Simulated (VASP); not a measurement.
An input for Quantum ESPRESSO's pw.x (written as the equivalent of a VASP run, and not itself run):

```
&CONTROL
  calculation = 'vc-relax'
  pseudo_dir = './pseudo'
  outdir = './out'
  tprnfor = .true.
  tstress = .true.
  nstep = 40
  forc_conv_thr = 0.00078
/
&SYSTEM
  ibrav = 0
  nat = 6
  ntyp = 2
  ecutwfc = 84
  occupations = 'smearing'
  smearing = 'gaussian'
  degauss = 0.003675
  input_dft = 'pbe'
/
&ELECTRONS
  conv_thr = 7.3e-08
  electron_maxstep = 100
/
&IONS
/
&CELL
  press = 300
/
ATOMIC_SPECIES
  Zn 65.380 Zn.upf
  F 18.998 F.upf
CELL_PARAMETERS angstrom
     4.5272139    0.0000000    0.0000000
     0.0000000    4.5272139    0.0000000
     0.0000000    0.0000000    3.1006580
ATOMIC_POSITIONS crystal
  Zn   0.0000000  0.0000000  0.0000000
  Zn   0.5000000  0.5000000  0.5000000
  F    0.3023902  0.3023902  0.0000000
  F    0.8023902  0.1976098  0.5000000
  F    0.1976098  0.8023902  0.5000000
  F    0.6976098  0.6976098  0.0000000
K_POINTS automatic
  5 5 7 0 0 0
```

Q: Write the VASP files for the same calculation (PBE).

A: This is not unique; one that fits is 
KPOINTS:
```
Automatic mesh
0
Gamma
5 5 7
0 0 0
```

### INCAR
```
! general
SYSTEM  = ZnF2
PREC    = Accurate
ENCUT   = 620
LREAL   = .FALSE.
LASPH   = .TRUE.

! electronic loop
EDIFF   = 1E-6
NELM    = 100
ALGO    = Normal
LMAXMIX = 4

! smearing
ISMEAR  = 0
SIGMA   = 0.05

! functional
GGA     = PE

! ions
IBRION  = 2
NSW     = 40
ISIF    = 3
EDIFFG  = -0.02
PSTRESS = 300

! output
LWAVE   = .FALSE.
LCHARG  = .FALSE.
```

POSCAR:
```
ZnF2
1
    4.5272138830     0.0000000000     0.0000000000
    0.0000000000     4.5272138830     0.0000000000
    0.0000000000     0.0000000000     3.1006580247
Zn F
2 4
Direct
  0.0000000000   0.0000000000   0.0000000000
  0.5000000000   0.5000000000   0.5000000000
  0.3023901944   0.3023901944   0.0000000000
  0.8023901944   0.1976098056   0.5000000000
  0.1976098056   0.8023901944   0.5000000000
  0.6976098056   0.6976098056   0.0000000000
```

POTCAR, in this order: Zn F (PBE.64 set). Program: vasp_std.

Limits of the translation: the potentials are each code's own (VASP's PAW set, PseudoDojo norm-conserving files in pw.x), so ENCUT and ecutwfc are chosen apart and not converted; conv_thr bounds pw.x's estimated SCF error, while EDIFF bounds the energy change between steps; forc_conv_thr acts on force components and is met together with etot_conv_thr.

The compound is ZnF2 in the rutile structure. This run relaxes it under an external pressure of 30 GPa. Symmetry was kept, so distortions that lower it aren't found.
